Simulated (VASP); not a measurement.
PmS, 2 atoms in the cell. Symmetry: Fm-3m, No. 225, cubic system. The conventional cell has a = 5.677 Å, b = 5.677 Å, c = 5.677 Å, α = 90.00°, β = 90.00°, γ = 90.00°. Pm (site symmetry m-3m) has 6 S at 2.84 Å as nearest neighbours. Around S (site symmetry m-3m) lie 6 Pm at 2.84 Å. The cell comes from a database or a generator and needn't be the stable form of this composition.

* Program: VASP 6.6.1
* Task: single point
* Functional: PBE
* Potentials or basis: VASP PAW PBE potentials, release 64 (Pm, S)
* Cutoff: 520 eV
* k mesh: 6 × 6 × 6
* Occupations: gaussian, width 0.05 eV
* Spin: collinear spin, random start
* Starting moments: [3.12, 0.0] μB
* Hubbard terms: Pm f U = 4 eV
* Further INCAR settings: ALGO = Normal; EDIFF = 1e-07

Potentials or basis: VASP PAW PBE potentials, release 64 (Pm, S).

The run is started by

```bash
$ cat potpaw_PBE.64/Pm/POTCAR potpaw_PBE.64/S/POTCAR > POTCAR
$ mpirun -np 1 vasp_std > vasp.out
```

Hardware: 1 thread of Intel(R) Xeon(R) Platinum 8488C (Sapphire Rapids), with other jobs on the host.

Question: Estimate the wall time of this run.

Answer: Wall time 75 s on 1 thread of Intel(R) Xeon(R) Platinum 8488C (Sapphire Rapids), with other jobs on the host, peak memory 0.2 GiB. Counts: scf iterations 20, k points 16.
